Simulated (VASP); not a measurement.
# Quasiparticle energies of CdSe in VASP, part 2 of 4

Aim: the quasiparticle gap of CdSe, and what it costs to get it. The cell is of the zinc-blende type, one of the forms listed for this formula. The start joins lattice constants measured in a paper with the fractional positions of a database entry.

VASP 6.6.1, plane waves and PAW; the level of theory is named at each step.

So far, gap on the k-mesh (eV): step 3 (empty bands, functional PBE) 0.624.

## (4) evGW0

This step: evGW0 on PBE; plane waves and PAW (Cd_GW, Se_GW) (VASP 6.6.1).

The lowest NBANDSGW levels in G are updated for four passes while W stays fixed, so the result depends less on the starting levels.

Input file INCAR:

```
SYSTEM = CdSe
PREC = Accurate
ENCUT = 300
ISMEAR = 0
SIGMA = 0.01
LREAL = .FALSE.
GGA = PE
NBANDS = 360
ALGO = EVGW0
NELMGW = 4
ENCUTGW = 200
NOMEGA = 48
PRECFOCK = Fast
NBANDSGW = 24
LWAVE = .FALSE.
LCHARG = .FALSE.
```

Input file POSCAR:

```
CdSe
1.0
    0.0000000000      3.0250000000      3.0250000000
    3.0250000000      0.0000000000      3.0250000000
    3.0250000000      3.0250000000      0.0000000000
Cd Se
1 1
Direct
    0.0000000000      0.0000000000      0.0000000000
    0.7500000000      0.7500000000      0.7500000000
```

Input file KPOINTS:

```
Automatic mesh
0
Gamma
6 6 6
0 0 0
```

The projector-augmented-wave data sets are Cd_GW and Se_GW (PBE family, release 64).

Started as:

```
$ mpirun -np 8 vasp_std
```

What it wrote:

```text
[banner, memory and clock lines left out]
running    8 mpi-ranks, on    1 nodes
 distrk:  each k-point on    8 cores,    1 groups
 distr:  one band on    1 cores,    8 groups

 POSCAR found type information on POSCAR CdSe
 POSCAR found :  2 types and       2 ions
 [... a notice as in an earlier step ...]

|                                                                             |
|           W    W    AA    RRRRR   N    N  II  N    N   GGGG   !!!           |
|           W    W   A  A   R    R  NN   N  II  NN   N  G    G  !!!           |
|           W    W  A    A  R    R  N N  N  II  N N  N  G       !!!           |
|           W WW W  AAAAAA  RRRRR   N  N N  II  N  N N  G  GGG   !            |
|           WW  WW  A    A  R   R   N   NN  II  N   NN  G    G                |
|           W    W  A    A  R    R  N    N  II  N    N   GGGG   !!!           |
|                                                                             |
|     The default for ENCUTGWSOFT is different in this version of VASP.       |
|     please manually set ENCUTGWSOFT =200 in the INCAR file.                 |
|                                                                             |

 LDA part: xc-table for (Slater+PW92), standard interpolation
 found WAVECAR, reading the header
 POSCAR, INCAR and KPOINTS ok, starting setup
 FFT: planning ... GRIDC
 FFT: planning ... GRID_SOFT
 FFT: planning ... GRID
 reading WAVECAR
 the WAVECAR file was read successfully
 initial charge from wavefunction
 available memory per node:     85.51 GB, setting MAXMEM to     87566

 The Fermi energy was updated, please check that it is located mid-gap
 values below the HOMO (VB) or above the LUMO (CB) will cause erroneous energies
 E-fermi :   2.5775

 calculate exact exchange contribution
 the WAVEDER file was read successfully
energies w=
    0.000    0.000    0.272    0.000    0.542    0.000    0.810    0.000
    1.075    0.000    1.336    0.000    1.593    0.000    1.845    0.000
    2.092    0.000    2.334    0.000    2.572    0.000    2.806    0.000
    3.038    0.000    3.266    0.000    3.493    0.000    3.718    0.000
    3.944    0.000    4.170    0.000    4.398    0.000    4.630    0.000
    4.866    0.000    5.107    0.000    5.356    0.000    5.614    0.000
    5.882    0.000    6.164    0.000    6.462    0.000    6.780    0.000
    7.119    0.000    7.487    0.000    7.887    0.000    8.327    0.000
    8.817    0.000    9.365    0.000    9.989    0.000   10.706    0.000
   11.544    0.000   12.536    0.000   13.735    0.000   15.218    0.000
   17.097    0.000   19.559    0.000   22.924    0.000   27.793    0.000
   35.445    0.000   49.169    0.000   80.770    0.000  228.782    0.000
 responsefunction array rank=     368
 LDA part: xc-table for (Slater+PW92), standard interpolation

 min. memory requirement per mpi rank    444.9 MB, per node   3559.3 MB

 allocating   6 responsefunctions rank=   368
 shmem allocating  48 responsefunctions rank=   368
 response function shared by NCSHMEM nodes    1
 Doing            6  frequencies on each core in blocks of           48
NQ=   1    0.0000    0.0000    0.0000,
|.........|.........|.........|.........|.........|.........|.........|.........
 performed       1641000 updates of chi_q(r,r)
 total number of BLAS operations       1508.84 Gflops
NQ=   2    0.1667    0.0000    0.0000,
|.........|.........|.........|.........|.........|.........|.........|.........
 performed       4457000 updates of chi_q(r,r)
 total number of BLAS operations       4174.91 Gflops
NQ=   3    0.3333    0.0000    0.0000,
|.........|.........|.........|.........|.........|.........|.........|.........
 performed       7273000 updates of chi_q(r,r)
 total number of BLAS operations       7078.55 Gflops
NQ=   4    0.5000    0.0000    0.0000,
|.........|.........|.........|.........|.........|.........|.........|.........
 performed       9674000 updates of chi_q(r,r)
 total number of BLAS operations       9352.01 Gflops
NQ=   5    0.1667    0.1667    0.0000,
|.........|.........|.........|.........|.........|.........|.........|.........
 performed      12490000 updates of chi_q(r,r)
 total number of BLAS operations      12127.69 Gflops
NQ=   6    0.3333    0.1667    0.0000,
|.........|.........|.........|.........|.........|.........|.........|.........
 performed      16792000 updates of chi_q(r,r)
 total number of BLAS operations      16368.06 Gflops
NQ=   7    0.5000    0.1667    0.0000,
|.........|.........|.........|.........|.........|.........|.........|.........
 performed      21094000 updates of chi_q(r,r)
 total number of BLAS operations      20803.93 Gflops
NQ=   8   -0.3333    0.1667    0.0000,
|.........|.........|.........|.........|.........|.........|.........|.........
 performed      25396000 updates of chi_q(r,r)
 total number of BLAS operations      25190.50 Gflops
NQ=   9   -0.1667    0.1667    0.0000,
|.........|.........|.........|.........|.........|.........|.........|.........
 performed      29145000 updates of chi_q(r,r)
 total number of BLAS operations      29013.29 Gflops
NQ=  10    0.3333    0.3333    0.0000,
|.........|.........|.........|.........|.........|.........|.........|.........
 performed      31961000 updates of chi_q(r,r)
 total number of BLAS operations      31852.59 Gflops
NQ=  11    0.5000    0.3333    0.0000,
|.........|.........|.........|.........|.........|.........|.........|.........
 performed      36263000 updates of chi_q(r,r)
 total number of BLAS operations      36117.15 Gflops
NQ=  12   -0.3333    0.3333    0.0000,
|.........|.........|.........|.........|.........|.........|.........|.........
 performed      40012000 updates of chi_q(r,r)
 total number of BLAS operations      39854.76 Gflops
NQ=  13    0.5000    0.5000    0.0000,
|.........|.........|.........|.........|.........|.........|.........|.........
 performed      42171000 updates of chi_q(r,r)
 total number of BLAS operations      41875.49 Gflops
NQ=  14    0.5000    0.3333    0.1667,
|.........|.........|.........|.........|.........|.........|.........|.........
 performed      46991000 updates of chi_q(r,r)
 total number of BLAS operations      46790.62 Gflops
NQ=  15   -0.3333    0.3333    0.1667,
|.........|.........|.........|.........|.........|.........|.........|.........
 performed      51535000 updates of chi_q(r,r)
 total number of BLAS operations      51660.42 Gflops
NQ=  16   -0.3333    0.5000    0.1667,
|.........|.........|.........|.........|.........|.........|.........|.........
 performed      55301000 updates of chi_q(r,r)
 total number of BLAS operations      55565.63 Gflops
 resolving degeneracies of screened two electron integrals

[...]
total number of BLAS operations      51660.42 Gflops
NQ=  16   -0.3333    0.5000    0.1667,
|.........|.........|.........|.........|.........|.........|.........|.........
 performed      55301000 updates of chi_q(r,r)
 total number of BLAS operations      55565.63 Gflops
 resolving degeneracies of screened two electron integrals

 calculate QP shifts <psi_nk| G(iteration)W_0 |psi_nk>: iteration 2
 allocating   6 responsefunctions rank=   368
 shmem allocating  48 responsefunctions rank=   368
 response function shared by NCSHMEM nodes    1
 Doing            6  frequencies on each core in blocks of           48
NQ=   1    0.0000    0.0000    0.0000,
|.........|.........|.........|.........|.........|.........|.........|.........
 performed       1641000 updates of chi_q(r,r)
 total number of BLAS operations       1508.84 Gflops
NQ=   2    0.1667    0.0000    0.0000,
|.........|.........|.........|.........|.........|.........|.........|.........
 performed       4457000 updates of chi_q(r,r)
 total number of BLAS operations       4174.91 Gflops
NQ=   3    0.3333    0.0000    0.0000,
|.........|.........|.........|.........|.........|.........|.........|.........
 performed       7273000 updates of chi_q(r,r)
 total number of BLAS operations       7078.55 Gflops
NQ=   4    0.5000    0.0000    0.0000,
|.........|.........|.........|.........|.........|.........|.........|.........
 performed       9674000 updates of chi_q(r,r)
 total number of BLAS operations       9352.01 Gflops
NQ=   5    0.1667    0.1667    0.0000,
|.........|.........|.........|.........|.........|.........|.........|.........
 performed      12490000 updates of chi_q(r,r)
 total number of BLAS operations      12127.69 Gflops
NQ=   6    0.3333    0.1667    0.0000,
|.........|.........|.........|.........|.........|.........|.........|.........
 performed      16792000 updates of chi_q(r,r)
 total number of BLAS operations      16368.06 Gflops
NQ=   7    0.5000    0.1667    0.0000,
|.........|.........|.........|.........|.........|.........|.........|.........
 performed      21094000 updates of chi_q(r,r)
 total number of BLAS operations      20803.93 Gflops
NQ=   8   -0.3333    0.1667    0.0000,
|.........|.........|.........|.........|.........|.........|.........|.........
 performed      25396000 updates of chi_q(r,r)
 total number of BLAS operations      25190.50 Gflops
NQ=   9   -0.1667    0.1667    0.0000,
|.........|.........|.........|.........|.........|.........|.........|.........
 performed      29145000 updates of chi_q(r,r)
 total number of BLAS operations      29013.29 Gflops
NQ=  10    0.3333    0.3333    0.0000,
|.........|.........|.........|.........|.........|.........|.........|.........
 performed      31961000 updates of chi_q(r,r)
 total number of BLAS operations      31852.59 Gflops
NQ=  11    0.5000    0.3333    0.0000,
|.........|.........|.........|.........|.........|.........|.........|.........
 performed      36263000 updates of chi_q(r,r)
 total number of BLAS operations      36117.15 Gflops
NQ=  12   -0.3333    0.3333    0.0000,
|.........|.........|.........|.........|.........|.........|.........|.........
 performed      40012000 updates of chi_q(r,r)
 total number of BLAS operations      39854.76 Gflops
NQ=  13    0.5000    0.5000    0.0000,
|.........|.........|.........|.........|.........|.........|.........|.........
 performed      42171000 updates of chi_q(r,r)
 total number of BLAS operations      41875.49 Gflops
NQ=  14    0.5000    0.3333    0.1667,
|.........|.........|.........|.........|.........|.........|.........|.........
 performed      46991000 updates of chi_q(r,r)
 total number of BLAS operations      46790.62 Gflops
NQ=  15   -0.3333    0.3333    0.1667,
|.........|.........|.........|.........|.........|.........|.........|.........
 performed      51535000 updates of chi_q(r,r)
 total number of BLAS operations      51660.42 Gflops
NQ=  16   -0.3333    0.5000    0.1667,
|.........|.........|.........|.........|.........|.........|.........|.........
 performed      55301000 updates of chi_q(r,r)
 total number of BLAS operations      55565.63 Gflops
 resolving degeneracies of screened two electron integrals

 calculate QP shifts <psi_nk| G(iteration)W_0 |psi_nk>: iteration 3
 allocating   6 responsefunctions rank=   368
 shmem allocating  48 responsefunctions rank=   368
 response function shared by NCSHMEM nodes    1
 Doing            6  frequencies on each core in blocks of           48
NQ=   1    0.0000    0.0000    0.0000,
|.........|.........|.........|.........|.........|.........|.........|.........
 performed       1641000 updates of chi_q(r,r)
 total number of BLAS operations       1508.84 Gflops
NQ=   2    0.1667    0.0000    0.0000,
|.........|.........|.........|.........|.........|.........|.........|.........
 performed       4457000 updates of chi_q(r,r)
 total number of BLAS operations       4174.91 Gflops
NQ=   3    0.3333    0.0000    0.0000,
|.........|.........|.........|.........|.........|.........|.........|.........
 performed       7273000 updates of chi_q(r,r)
 total number of BLAS operations       7078.55 Gflops
NQ=   4    0.5000    0.0000    0.0000,
|.........|.........|.........|.........|.........|.........|.........|.........
 performed       9674000 updates of chi_q(r,r)
 total number of BLAS operations       9352.01 Gflops
NQ=   5    0.1667    0.1667    0.0000,
|.........|.........|.........|.........|.........|.........|.........|.........
 performed      12490000 updates of chi_q(r,r)
 total number of BLAS operations      12127.69 Gflops
NQ=   6    0.3333    0.1667    0.0000,
|.........|.........|.........|.........|.........|.........|.........|.........
 performed      16792000 updates of chi_q(r,r)
 total number of BLAS operations      16368.06 Gflops
NQ=   7    0.5000    0.1667    0.0000,
|.........|.........|.........|.........|.........|.........|.........|.........
 performed      21094000 updates of chi_q(r,r)
 total number of BLAS operations      20803.93 Gflops
NQ=   8   -0.3333    0.1667    0.0000,
|.........|.........|.........|.........|.........|.........|.........|.........
 performed      25396000 updates of chi_q(r,r)
 total number of BLAS operations      25190.50 Gflops
NQ=   9   -0.1667    0.1667    0.0000,
|.........|.........|.........|.........|.........|.........|.........|.........
 performed      29145000 updates of chi_q(r,r)
 total number of BLAS operations      29013.29 Gflops
NQ=  10    0.3333    0.3333    0.0000,
|.........|.........|.........|.........|.........|.........|.........|.........
 performed      31961000 updates of chi_q(r,r)
 total number of BLAS operations      31852.59 Gflops
NQ=  11    0.5000    0.3333    0.0000,
|.........|.........|.........|.........|.........|.........|.........|.........
 performed      36263000 updates of chi_q(r,r)
 total number of BLAS operations      36117.15 Gflops
NQ=  12   -0.3333    0.3333    0.0000,
|.........|.........|.........|.........|.........|.........|.........|.........
 performed      40012000 updates of chi_q(r,r)
 total number of BLAS operations      39854.76 Gflops
NQ=  13    0.5000    0.5000    0.0000,
|.........|.........|.........|.........|.........|.........|.........|.........
 performed      42171000 updates of chi_q(r,r)
 total number of BLAS operations      41875.49 Gflops
NQ=  14    0.5000    0.3333    0.1667,
|.........|.........|.........|.........|.........|.........|.........|.........
 performed      46991000 updates of chi_q(r,r)
 total number of BLAS operations      46790.62 Gflops
NQ=  15   -0.3333    0.3333    0.1667,
|.........|.........|.........|.........|.........|.........|.........|.........
 performed      51535000 updates of chi_q(r,r)
 total number of BLAS operations      51660.42 Gflops
NQ=  16   -0.3333    0.5000    0.1667,
|.........|.........|.........|.........|.........|.........|.........|.........
 performed      55301000 updates of chi_q(r,r)
 total number of BLAS operations      55565.63 Gflops
 resolving degeneracies of screened two electron integrals

 calculate QP shifts <psi_nk| G(iteration)W_0 |psi_nk>: iteration 4
 entering main loop
```

The job ended after 60 min (8 MPI ranks of AMD EPYC 7R43, shared host; peak memory 3.7 GiB; 7.9 h of CPU time).

(Part 2 of 4 ends here.)

[Lines on the potential files, build, host, timing and source positions are cut from VASP's logs without a mark.]

[Logs are printed without paths, hosts, clocks, repeated set-up lines and the standing remarks that a program may print on its own settings, such as how far it seeks lower states.]

[Hosts, paths, dates, database ids (printed as entryN), source tags and the programs' standing remarks are cut or masked in the printed files.]

[Pressures printed for these runs are not shown converged in the cutoff: they can be off by several GPa and have the wrong sign.]
